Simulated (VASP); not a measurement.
These are PBE GGA, VASP's PBE PAW potentials (set 64) (plane waves; VASP) values and carry that method's errors.

Input for VASP

File POSCAR:
```
Co
2.56020
  0.5000000000  -0.8660253105   0.0000000000
  0.5000000000   0.8660253105   0.0000000000
  0.0000000000   0.0000000000   1.6215139442
Co
2
Cart
  0.5000000000   0.2886756809   0.4053784861
  0.5000000000  -0.2886756809   1.2161354582
```

INCAR:
```
SYSTEM  =  Co
PREC  =  Accurate; ENCUT  =  400; LREAL  =  .False.
LASPH  =  .True.
EDIFF  =  1E-6; NELM  =  100; ALGO  =  Normal
LMAXMIX  =  4
ISMEAR  =  1; SIGMA  =  0.1
GGA  =  PE
MAGMOM  =  1.8 1.8
ISPIN  =  2
ISIF  =  2
LWAVE  =  .False.; LCHARG  =  .False.; LORBIT  =  10
```

### KPOINTS
```
Automatic mesh
0
Gamma
20 20 11
0 0 0
```

POTCAR, in this order: Co (PBE.64 set). Program: vasp_std.

The run wrote:

OSZICAR:
```
       N       E                     dE             d eps       ncg     rms          rms(c)
DAV:   1     0.702856854043E+02    0.70286E+02   -0.70613E+03 16096   0.129E+03
DAV:   2    -0.142953664484E+02   -0.84581E+02   -0.78231E+02 15917   0.236E+02
DAV:   3    -0.160883895067E+02   -0.17930E+01   -0.17481E+01 19298   0.481E+01
DAV:   4    -0.161168909605E+02   -0.28501E-01   -0.28496E-01 22923   0.459E+00
DAV:   5    -0.161170629720E+02   -0.17201E-03   -0.17201E-03 19712   0.345E-01    0.139E+01
DAV:   6    -0.145607781047E+02    0.15563E+01   -0.15603E+01 16820   0.780E+01    0.796E+00
DAV:   7    -0.140048682197E+02    0.55591E+00   -0.23339E+00 17310   0.295E+01    0.365E+00
DAV:   8    -0.139900552866E+02    0.14813E-01   -0.19015E-02 22062   0.136E+00    0.154E+00
DAV:   9    -0.139764589576E+02    0.13596E-01   -0.54545E-03 22732   0.125E+00    0.431E-01
DAV:  10    -0.139755560620E+02    0.90290E-03   -0.14877E-03 20871   0.478E-01    0.104E-01
DAV:  11    -0.139755854066E+02   -0.29345E-04   -0.72507E-05 18541   0.113E-01    0.462E-02
DAV:  12    -0.139755894033E+02   -0.39967E-05   -0.41569E-06 20304   0.331E-02    0.221E-02
DAV:  13    -0.139755891775E+02    0.22581E-06   -0.15067E-06 11888   0.175E-02
   1 F= -.13975589E+02 E0= -.13975687E+02  d E =0.292959E-03  mag=     3.2538
```

OUTCAR:
```
------------------------ aborting loop because EDIFF is reached ----------------------------------------
  FORCE on cell =-STRESS in cart. coord.  units (eV):
  Direction    XX          YY          ZZ          XY          YZ          ZX
  --------------------------------------------------------------------------------------
  Total       -2.2908756     -2.2908751     -2.3488611      0.0000000      0.0000000      0.0000000
  in kB     -155.7539752   -155.7539417   -159.6963418      0.0000000      0.0000000      0.0000000
  external PRESSURE =    -157.0680862 kB  Pullay stress =       0.0000000 kB
  volume of cell :       23.57
      direct lattice vectors                 reciprocal lattice vectors
     1.280100000 -2.217198000  0.000000000     0.390594485 -0.225509855  0.000000000
     1.280100000  2.217198000  0.000000000     0.390594485  0.225509855  0.000000000
     0.000000000  0.000000000  4.151400000     0.000000000  0.000000000  0.240882594
 POSITION                                       TOTAL-FORCE (eV/Angst)
 -----------------------------------------------------------------------------------
      1.28010      0.73907      1.03785         0.000000      0.000000      0.000000
      1.28010     -0.73907      3.11355        -0.000000     -0.000000      0.000000
 -----------------------------------------------------------------------------------
    total drift:                                0.000000      0.000009     -0.000028
  FREE ENERGIE OF THE ION-ELECTRON SYSTEM (eV)
  ---------------------------------------------------
  free  energy   TOTEN  =       -13.9755891775 eV

  energy  without entropy=      -13.9758821364  energy(sigma->0) =      -13.97568683

 total charge

# of ion       s       p       d       tot
------------------------------------------
    1        0.455   0.453   7.214   8.122
    2        0.455   0.453   7.214   8.122
--------------------------------------------------
tot          0.910   0.905  14.429  16.244

 magnetization (x)

# of ion       s       p       d       tot
------------------------------------------
    1       -0.015  -0.056   1.737   1.666
    2       -0.015  -0.056   1.737   1.666
--------------------------------------------------
tot         -0.031  -0.111   3.473   3.332
```
(Selected blocks of OUTCAR.)

The compound is Co in the hcp structure. The cell was not relaxed at this level. The run is one of a series of settings (KPOINTS 20×20×11 Γ-centred mesh against the base run), some of them coarse on purpose.
